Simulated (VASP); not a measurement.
An input for Ansatz (written as the equivalent of a VASP run, and not itself run):

Ansatz 0.2 input:
```yaml
crystal:
  lattice:
    - [0.0000000, 3.4714543, 3.4714543]
    - [3.4714543, 0.0000000, 3.4714543]
    - [3.4714543, 3.4714543, 0.0000000]
  atoms:
    - { symbol: K, position: [0.0000000, 0.0000000, 0.0000000] }
    - { symbol: I, position: [0.5000000, 0.5000000, 0.5000000] }
kpoints:
  mp_grid: { grid: [7, 7, 7] }
hamiltonian:
  xc: r2scan
  dispersion: rvv10
  pseudopotentials: { kind: paw }
scf:
  occupations: { method: gaussian, width: 0.05 }
  max_iter: 100
output: { forces: true, stress: true, eigenvalues: true }
```

### Question
Translate this input to VASP (INCAR, KPOINTS, POSCAR, choice of POTCAR).

### Answer
Several could match; the one computed here: 
INCAR:
```
SYSTEM = KI
PREC = Accurate; ENCUT = 520; LREAL = .FALSE.
LASPH = .TRUE.
EDIFF = 1E-7; NELM = 100; ALGO = Normal
LMAXMIX = 4; LMIXTAU = .TRUE.
ISMEAR = 0; SIGMA = 0.05
METAGGA = R2SCAN; LUSE_VDW = .TRUE.; BPARAM = 11.95
CPARAM = 0.0093
ISIF = 2
LWAVE = .FALSE.; LCHARG = .FALSE.
```

**KPOINTS**
```
Automatic mesh
0
Gamma
7 7 7
0 0 0
```

File POSCAR:
```
KI
1.0
  0.0000000000   3.4714542702   3.4714542702
  3.4714542702   0.0000000000   3.4714542702
  3.4714542702   3.4714542702   0.0000000000
K I
1 1
Direct
  0.0000000000   0.0000000000   0.0000000000
  0.5000000000   0.5000000000   0.5000000000
```

POTCAR, in this order: K_sv I (PBE.64 set). Program: vasp_std.

The two are equivalent in intent, not identical: each code has its own PAW files, so the cut-off isn't converted (ENCUT is set for VASP's; basis.ecutwfc is left out, and Ansatz then takes the one that its files recommend); Ansatz stops its SCF on the density residual and VASP on the energy change (EDIFF).

The compound is KI in the rock salt structure. This cell is one point of a volume scan, at 0.97 of the reference volume.
